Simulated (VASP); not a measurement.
# ZnCd3Se3S (R-3m) in VASP: relaxation of cell and atoms with PBE

Aim: the relaxation of cell and atoms of ZnCd3Se3S with PBE.

All numbers are computed with VASP 6.6.1; they aren't measurements. Logs are shortened: lines on timing, memory, paths and dates and some standing lists are left out, and cuts for length are marked.

## (1) The crystal as given

The structure is trigonal, space group R-3m (No. 166). Conventional cell: a = 6.478 Å, b = 6.478 Å, c = 17.987 Å, α = 90.00°, β = 90.00°, γ = 120.00°. Zn (site symmetry -3m) has 6 Cd at 3.24 Å and 6 Se at 3.53 Å as nearest neighbours. Around Cd (site symmetry 2/m) lie 2 Zn at 3.24 Å and 4 Cd at 3.24 Å and 4 Se at 3.53 Å and 2 S at 3.53 Å. Around Se (site symmetry 2/m) lie 2 S at 3.24 Å and 4 Se at 3.24 Å and 4 Cd at 3.53 Å and 2 Zn at 3.53 Å. S (site symmetry -3m) has 6 Se at 3.24 Å and 6 Cd at 3.53 Å as nearest neighbours.

The cell was built by a generator and needn't be a form met in nature.

## (2) Relaxation of cell and atoms, PBE

INCAR reads:

```
PREC = Normal ; ENCUT = 520
EDIFF = 1E-4 ; ISMEAR = 0
SIGMA = 0.15 ; LREAL = False
LASPH = True ; NELM = 60
ALGO = Fast ; ISIF = 3
LWAVE = False ; LCHARG = False
GGA = PE ; IBRION = 2
NSW = 24 ; EDIFFG = -0.08
```

KPOINTS reads:

```
regular mesh
0
Gamma
  3 3 3
```

POSCAR reads:

```
ZnCd3Se3S
1.0
    3.2390854000      1.8700868300      5.9957578200
   -3.2390854000      1.8700868300      5.9957578200
    0.0000000000     -3.7401736600      5.9957578200
Zn Cd Se S
1 3 3 1
Direct
    0.0000000000      0.0000000000      0.0000000000
    0.5000000000      0.5000000000      0.0000000000
    0.0000000000      0.5000000000      0.5000000000
    0.5000000000      0.0000000000      0.5000000000
    0.0000000000      0.0000000000      0.5000000000
    0.5000000000      0.0000000000      0.0000000000
    0.0000000000      0.5000000000      0.0000000000
    0.5000000000      0.5000000000      0.5000000000
```

Potentials or basis: VASP PAW PBE potentials, release 64 (Zn, Cd, Se, S).

Launch:

```sh
cat potpaw_PBE.64/Zn/POTCAR potpaw_PBE.64/Cd/POTCAR potpaw_PBE.64/Se/POTCAR potpaw_PBE.64/S/POTCAR > POTCAR
mpirun -np 1 vasp_std > vasp.out
```

OUTCAR:

```text
PREC = Normal
   ENCUT = 520
   EDIFF = 1E-4
   ISMEAR = 0
   LREAL = False
   LASPH = True
   NELM = 60
   ISIF = 3
   GGA = PE
   IBRION = 2
   NSW = 24
   EDIFFG = -0.08

 ion  position               nearest neighbor table
   1  0.000  0.000  0.000-   2 3.24   2 3.24   3 3.24   3 3.24   4 3.24   4 3.24
   2  0.500  0.500  0.000-   1 3.24   1 3.24   3 3.24   4 3.24   4 3.24   3 3.24
   3  0.000  0.500  0.500-   4 3.24   4 3.24   1 3.24   1 3.24   2 3.24   2 3.24
   4  0.500  0.000  0.500-   3 3.24   3 3.24   2 3.24   1 3.24   1 3.24   2 3.24
   5  0.000  0.000  0.500-
   6  0.500  0.000  0.000-
   7  0.000  0.500  0.000-
   8  0.500  0.500  0.500-

  LATTYP: Found a trigonal (rhomboedric) cell.
 ALAT       =     7.0666831552
 COS(alpha) =     0.5798120881

  Lattice vectors:

 A1 = (   3.2390854000,   1.8700868300,   5.9957578200)
 A2 = (  -3.2390854000,   1.8700868300,   5.9957578200)
 A3 = (   0.0000000000,  -3.7401736600,   5.9957578200)

Analysis of symmetry for initial positions (statically):
=====================================================================
 Subroutine PRICEL returns:
 Original cell was already a primitive cell.

 Routine SETGRP: Setting up the symmetry group for a
 trigonal (rhombohedral) supercell.

 Subroutine GETGRP returns: Found 12 space group operations
 (whereof 12 operations were pure point group operations)
 out of a pool of 12 trial point group operations.

The static configuration has the point symmetry D_3d.

Analysis of symmetry for dynamics (positions and initial velocities):
=====================================================================
 Subroutine PRICEL returns:
 Original cell was already a primitive cell.

 Routine SETGRP: Setting up the symmetry group for a
 trigonal (rhombohedral) supercell.

 Subroutine GETGRP returns: Found 12 space group operations
 (whereof 12 operations were pure point group operations)
 out of a pool of 12 trial point group operations.

The dynamic configuration has the point symmetry D_3d.

 Subroutine INISYM returns: Found 12 space group operations
 (whereof 12 operations are pure point group operations),
 and found     1 'primitive' translations

----------------------------------------------------------------------------------------

                                     Primitive cell

  volume of cell :     217.9112

  direct lattice vectors                    reciprocal lattice vectors
     3.239085400  1.870086830  5.995757820     0.154364562  0.089122421  0.055594863
    -3.239085400  1.870086830  5.995757820    -0.154364562  0.089122421  0.055594863
     0.000000000 -3.740173660  5.995757820     0.000000000 -0.178244843  0.055594863

  length of vectors
     7.066683155  7.066683155  7.066683157     0.186713719  0.186713719  0.186713719

  position of ions in fractional coordinates (direct lattice)
     0.000000000  0.000000000  0.000000000
     0.500000000  0.500000000  1.000000000
     0.000000000  0.500000000  0.500000000
     0.500000000  0.000000000  0.500000000
     1.000000000  1.000000000  0.500000000
     0.500000000  0.000000000  1.000000000
     0.000000000  0.500000000  1.000000000
     0.500000000  0.500000000  0.500000000

  ion indices of the primitive-cell ions
   primitive index   ion index
                 1           1
                 2           2
                 3           3
                 4           4
                 5           5
                 6           6
                 7           7
                 8           8

----------------------------------------------------------------------------------------

 KPOINTS: regular mesh

Automatic generation of k-mesh.
 Grid dimensions read from file:
 generate k-points for:    3    3    3

 Generating k-lattice:

  Cartesian coordinates                     Fractional coordinates (reciprocal lattice)
     0.051454854  0.029707474  0.018531621     0.333333333  0.000000000 -0.000000000
    -0.051454854  0.029707474  0.018531621     0.000000000  0.333333333 -0.000000000
     0.000000000 -0.059414948  0.018531621    -0.000000000 -0.000000000  0.333333333

  Length of vectors
     0.062237906  0.062237906  0.062237906

  Shift w.r.t. Gamma in fractional coordinates (k-lattice)
     0.000000000  0.000000000  0.000000000

 Subroutine IBZKPT returns following result:
 ===========================================

 Found      6 irreducible k-points:

 Following reciprocal coordinates:
            Coordinates               Weight
  0.000000  0.000000  0.000000      1.000000
  0.333333  0.000000 -0.000000      6.000000
  0.333333  0.333333 -0.000000      6.000000
 -0.333333  0.333333  0.000000      6.000000
  0.333333  0.333333  0.333333      2.000000
 -0.333333  0.333333  0.333333      6.000000
   k-points           NKPTS =      6   k-points in BZ     NKDIM =      6   number of bands    NBANDS=     43
   number of dos      NEDOS =    301   number of ions     NIONS =      8
   total plane-waves  NPLWV =  64000
   dimension x,y,z NGX =    40 NGY =   40 NGZ =   40
   dimension x,y,z NGXF=    80 NGYF=   80 NGZF=   80
   ions per type =               1   3   3   1
   NGX,Y,Z   is equivalent  to a cutoff of   9.41,  9.41,  9.41 a.u.
   NGXF,Y,Z  is equivalent  to a cutoff of  18.82, 18.82, 18.82 a.u.
 SYSTEM =  unknown system
   PREC   = normal    normal or accurate (medium, high low for compatibility)
   ISTART =      0    job   : 0-new  1-cont  2-samecut
   ICHARG =      2    charge: 1-file 2-atom 10-const
   ISPIN  =      1    spin polarized calculation?
   LNONCOLLINEAR =      F non collinear calculations
   LSORBIT =      F    spin-orbit coupling
   LASPH  =      T    aspherical Exc in radial PAW
   ENCUT  =  520.0 eV  38.22 Ry    6.18 a.u.  13.14 13.14 13.14*2*pi/ulx,y,z
   NELM   =     60;   NELMIN=  2; NELMDL= -5     # of ELM steps
   EDIFF  = 0.1E-03   stopping-criterion for ELM
   LREAL  =      F    real-space projection
   EDIFFG = -.8E-01   stopping-criterion for IOM
   NSW    =     24    number of steps for IOM
   IBRION =      2    ionic relax: 0-MD 1-quasi-New 2-CG
   NFREE  =      1    steps in history (QN), initial steepest desc. (CG)
   ISIF   =      3    stress and relaxation
   ISYM   =      2    0-nonsym 1-usesym 2-fastsym
   POTIM  = 0.5000    time-step for ionic-motion
   TEBEG  =    0.0;   TEEND  =   0.0 temperature during run
   PSTRESS=    0.0 pullay stress
   NELECT =      72.0000    total number of electrons
   NUPDOWN=      -1.0000    fix difference up-down
   EMIN   =  10.00;   EMAX   =-10.00  energy-range for DOS
   EFERMI =   0.00;   METHOD = LEGACY
   ISMEAR =     0;   SIGMA  =   0.15  broadening in eV -4-tet -1-fermi 0-gaus
   EFERMI_NEDOS =   21; number of points for ismear=-14 and -15
   IALGO  =     68    algorithm
   IMIX   =      4    mixing-type and parameters
     AMIX     =   0.40;   BMIX     =  1.00
     AMIX_MAG =   1.60;   BMIX_MAG =  1.00
  volume/ion in A,a.u.               =      27.24       183.82
  Fermi-wavevector in a.u.,A,eV,Ry     =   1.131773  2.138740 17.427827  1.280909
  Thomas-Fermi vector in A             =   2.268472
   LORBIT       =      0    0 simple, 1 ext, 2 COOP (PROOUT), +10 PAW based schemes
   GGA     = PE    functional components
   LHFCALC =     F    Hartree Fock is set to
   AEXX    =    0.0000 exact exchange contribution
   IVDW    =     0    specifies the selected vdW correction
   LEPSILON=     F    determine dielectric tensor
   LRPA    =     F    only Hartree local field effects (RPA)
 conjugate gradient relaxation of ions
 non-spin polarized calculation
 RMM-DIIS sequential band-by-band and
 Gauss-broadening in eV      SIGMA  =   0.15
  energy-cutoff  :      520.00
  volume of cell :      217.91
 maximum number of plane-waves:      5888
   NGX = 27   NGY = 27   NGZ = 27

--------------------------------------- Ionic step        1  -------------------------------------------

 number of electron      72.0000014 magnetization

 Free energy of the ion-electron system (eV)
  ---------------------------------------------------
  ext. energy  EPLUGINS =         0.00000000
  ---------------------------------------------------
  free energy    TOTEN  =       -14.03710641 eV

  energy without entropy =      -13.92861980  energy(sigma->0) =      -13.98286310

 E-fermi :   1.5387     XC(G=0):  -9.3206

 val. band max:        1.5119632753   @ k =   0.0000   0.0000   0.0000
 cond. band min:       1.6433286587   @ k =  -0.3333   0.3333   0.0000
 fundamental gap:      0.1313653834
 Fermi energy:         1.5387304029

 k-point     1 :       0.0000    0.0000    0.0000
  band No.  band energies     occupation
      1     -11.7917      2.00000
      2     -10.1896      2.00000
      3     -10.1896      2.00000
      4      -9.8067      2.00000
      5      -7.2009      2.00000
      6      -7.0719      2.00000
[... 455 lines left out ...]
 POSITION                                       TOTAL-FORCE (eV/Angst)
 -----------------------------------------------------------------------------------
      0.00000      0.00000      0.00000        -0.000000     -0.000000     -0.000000
     -0.00000      1.62566      6.03281        -0.000000      0.000000      0.000000
     -1.40786     -0.81283      6.03281        -0.000000     -0.000000     -0.000000
      1.40786     -0.81283      6.03281         0.000000     -0.000000      0.000000
     -0.00000     -1.62566      3.01640         0.000000     -0.000000     -0.000000
      1.40786      0.81283      3.01640         0.000000      0.000000     -0.000000
     -1.40786      0.81283      3.01640         0.000000     -0.000000      0.000000
     -0.00000      0.00000      9.04921        -0.000000     -0.000000      0.000000
 -----------------------------------------------------------------------------------
    total drift:                               -0.000000      0.000000     -0.000000

  FREE ENERGIE OF THE ION-ELECTRON SYSTEM (eV)
  ---------------------------------------------------
  free  energy   TOTEN  =       -15.9159118560 eV

  energy  without entropy=      -15.8738105104  energy(sigma->0) =      -15.89486118

--------------------------------------- Ionic step        6  -------------------------------------------

 number of electron      71.9999994 magnetization

 Free energy of the ion-electron system (eV)
  ---------------------------------------------------
  ext. energy  EPLUGINS =         0.00000000
  ---------------------------------------------------
  free energy    TOTEN  =       -16.04372456 eV

  energy without entropy =      -16.00804084  energy(sigma->0) =      -16.02588270

 E-fermi :   3.2918     XC(G=0): -10.1961

 val. band max:        3.2198340331   @ k =   0.3333   0.3333   0.3333
 cond. band min:       3.3830289760   @ k =   0.3333   0.0000  -0.0000
 fundamental gap:      0.1631949429
 Fermi energy:         3.2917824326

 k-point     1 :       0.0000    0.0000    0.0000
  band No.  band energies     occupation
      1     -12.2254      2.00000
      2      -8.8157      2.00000
      3      -8.8157      2.00000
      4      -8.5376      2.00000
      5      -6.4400      2.00000
      6      -6.0970      2.00000
[... 287 lines left out ...]
 POSITION                                       TOTAL-FORCE (eV/Angst)
 -----------------------------------------------------------------------------------
     -2.85100      1.64602      6.30296         0.000000     -0.000000     -0.000000
     -0.00000      1.64602      6.30296        -0.000000      0.000000     -0.000000
      1.42550      0.82301     12.60592         0.000000      0.000000     -0.000000
     -1.42550      0.82301     12.60592         0.000000     -0.000000     -0.000000
     -2.85100      0.00000      9.45444         0.000000      0.000000      0.000000
     -1.42550      2.46903      9.45444         0.000000     -0.000000     -0.000000
     -1.42550      0.82301      3.15148        -0.000000      0.000000      0.000000
     -0.00000      0.00000      9.45444         0.000000     -0.000000     -0.000000
 -----------------------------------------------------------------------------------
    total drift:                               -0.000000      0.000000     -0.000000

  FREE ENERGIE OF THE ION-ELECTRON SYSTEM (eV)
  ---------------------------------------------------
  free  energy   TOTEN  =       -16.0437245627 eV

  energy  without entropy=      -16.0080408358  energy(sigma->0) =      -16.02588270

 reached required accuracy - stopping structural energy minimisation
```

Wall time 2.7 min (1 thread of Intel Xeon Platinum 8488C (Sapphire Rapids), shared host); peak memory 0.29 GiB.

Results:

- Free energy: -16.0437 eV
- Relaxed volume: 22.18 Å³/atom
- Relaxed cell: a = 7.111 Å, b = 7.111 Å, c = 7.111 Å, α = 47.27°, β = 47.27°, γ = 47.27°
- Space group after relaxing (to 0.05 Å): R-3m (No. 166)
- Energy gained by relaxing: 250.8 meV/atom
- Ionic steps: 6
- Pressure after relaxing: -0.2 GPa
- Band gap on the k mesh: none (metal or under the smearing width)

The path:
```csv
step,energy change (eV),largest force (eV/Å),pressure (GPa),volume (Å³)
1,0.0000,0.0000,-6.97,217.91
2,-1.3584,0.0000,-2.86,182.52
3,-1.5507,0.0000,1.04,168.12
4,-1.8450,0.0000,2.36,166.44
5,-1.8788,0.0000,3.33,165.69
6,-2.0066,0.0000,-0.25,177.47
```

Final structure:
```xyz
8
Lattice="2.8510 1.6460 6.3030 -2.8510 1.6460 6.3030 0.0000 -3.2920 6.3030" Properties=species:S:1:pos:R:3 pbc="T T T"
Zn   -2.8510    1.6460    6.3030
Cd    0.0000    1.6460    6.3030
Cd    1.4255    0.8230   12.6059
Cd   -1.4255    0.8230   12.6059
Se   -2.8510    0.0000    9.4544
Se   -1.4255    2.4690    9.4544
Se   -1.4255    0.8230    3.1515
S     0.0000    0.0000    9.4544
```

Caveat: the k mesh is coarse (spacing up to 0.39 Å⁻¹), so the values aren't converged; the volume moved by over 15 % at a fixed basis, so the end points are rough; the relaxation stopped at a loose force limit of 0.08 eV/Å, so its end isn't a converged minimum.
